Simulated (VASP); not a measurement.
These are PBE GGA, VASP's PBE PAW potentials (set 64) (plane waves; VASP) values and carry that method's errors.

VASP ran on this input.

File KPOINTS:
```
Automatic mesh
0
Gamma
3 3 4
0 0 0
```

**INCAR**
```
SYSTEM = SnCl2
PREC = Accurate
ENCUT = 300
EDIFF = 1E-6
NELM = 100
ALGO = Normal
LREAL = .FALSE.
LASPH = .TRUE.
ISMEAR = -1
SIGMA = 0.136
GGA = PE
LMAXMIX = 4
LWAVE = .FALSE.
LCHARG = .FALSE.
ISIF = 2
```

POSCAR:
```
SnCl2
1
    4.9515920000     0.0000000000     0.0000000000
    0.0000000000     6.0433790000     0.0000000000
    0.0000000000     0.0000000000     3.7726840000
Sn Cl
2 4
Direct
  0.0000000000   0.0000000000   0.0000000000
  0.5000000000   0.5000000000   0.5000000000
  0.2004000000   0.3787000000   0.0000000000
  0.7004000000   0.1213000000   0.5000000000
  0.2996000000   0.8787000000   0.5000000000
  0.7996000000   0.6213000000   0.0000000000
```

POTCAR, in this order: Sn_d Cl (PBE.64 set). Program: vasp_std.

At this cut-off the stress carries a Pulay error, which pulls relaxed volumes low.

**Question.** What does the run give for the energy per atom (σ→0), pressure, largest force?

**Answer.** 
```json
{
  "energy per atom (σ→0)": "-2.281 eV/atom",
  "pressure": "44.80 GPa",
  "largest_force": "0.06306 Ry/bohr"
}
```

File OSZICAR:
```
...
DAV:   7    -0.137002804106E+02    0.15215E-01   -0.67075E-01   983   0.418E+00    0.195E+00
DAV:   8    -0.136881644559E+02    0.12116E-01   -0.11726E-01  1068   0.235E+00    0.327E-01
DAV:   9    -0.136885467827E+02   -0.38233E-03   -0.53575E-03  1048   0.621E-01    0.166E-01
DAV:  10    -0.136887326821E+02   -0.18590E-03   -0.55414E-04  1071   0.139E-01    0.655E-02
DAV:  11    -0.136887625912E+02   -0.29909E-04   -0.48083E-05  1024   0.481E-02    0.133E-02
DAV:  12    -0.136887683499E+02   -0.57588E-05   -0.66984E-06   830   0.162E-02    0.587E-03
DAV:  13    -0.136887691539E+02   -0.80395E-06   -0.23179E-06   782   0.150E-02
   1 F= -.13688769E+02 E0= -.13683532E+02  d E =-.104748E-01
```

The structure was generated: SnCl2 was put into an ordered model structure, which need not be its known phase. The cell was not relaxed at this level. The k-mesh is coarse (spacing up to 0.42 per Å, 2π included), so the numbers may not be converged in it.
